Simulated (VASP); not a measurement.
VASP ran on this input.

KPOINTS:
```
Regular mesh
0
Gamma
 7 7 7
0 0 0
```

POSCAR:
```
ZrGe2
1
   -1.7488590000     1.7488590000     4.2804070000
    1.7488590000    -1.7488590000     4.2804070000
    1.7488590000     1.7488590000    -4.2804070000
Zr Ge
1 2
Direct
  0.0000000000   0.0000000000   0.0000000000
  0.3353000000   0.3353000000   0.0000000000
  0.6647000000   0.6647000000   0.0000000000
```

### INCAR
```
ISMEAR = 0   # Gaussian
ISIF = 2   # forces and stress, cell fixed
EDIFF = 1E-6
LREAL = .FALSE.   # projection in real space or not
LASPH = .TRUE.
ALGO = Normal
PREC = Accurate
NELM = 100   # most electronic steps
LMAXMIX = 4   # l cut-off of mixed one-centre charges
SYSTEM = ZrGe2
SIGMA = 0.2   # width (eV)
LCHARG = .FALSE.
LWAVE = .FALSE.
ENCUT = 300   # plane-wave cut-off (eV)
GGA = PE
```

POTCAR, in this order: Zr_sv Ge_d (PBE.64 set). Program: vasp_std.

Task: Translate this PBE calculation to Quantum ESPRESSO's pw.x.

Result: One equivalent input (not run):
```
&CONTROL
  calculation = 'scf'
  pseudo_dir = './pseudo'
  outdir = './out'
  tprnfor = .true.
  tstress = .true.
/
&SYSTEM
  ibrav = 0
  nat = 3
  ntyp = 2
  ecutwfc = 78
  occupations = 'smearing'
  smearing = 'gaussian'
  degauss = 0.0147
  input_dft = 'pbe'
/
&ELECTRONS
  conv_thr = 7.3e-08
  electron_maxstep = 100
/
ATOMIC_SPECIES
  Zr 91.224 Zr.upf
  Ge 72.630 Ge.upf
CELL_PARAMETERS angstrom
    -1.7488590    1.7488590    4.2804070
     1.7488590   -1.7488590    4.2804070
     1.7488590    1.7488590   -4.2804070
ATOMIC_POSITIONS crystal
  Zr   0.0000000  0.0000000  0.0000000
  Ge   0.3353000  0.3353000  0.0000000
  Ge   0.6647000  0.6647000  0.0000000
K_POINTS automatic
  7 7 7 0 0 0
```
Limits of the translation: the potentials are each code's own (VASP's PAW set, PseudoDojo norm-conserving files in pw.x), so ENCUT and ecutwfc are chosen apart and not converted; conv_thr bounds pw.x's estimated SCF error, while EDIFF bounds the energy change between steps.

The structure was generated: ZrGe2 was put into an ordered model structure, which need not be its known phase. The cell was not relaxed at this level, and its volume differs by -5.9 % from the start's. The k-mesh is coarse (spacing up to 0.36 per Å, 2π included), so the numbers may not be converged in it.
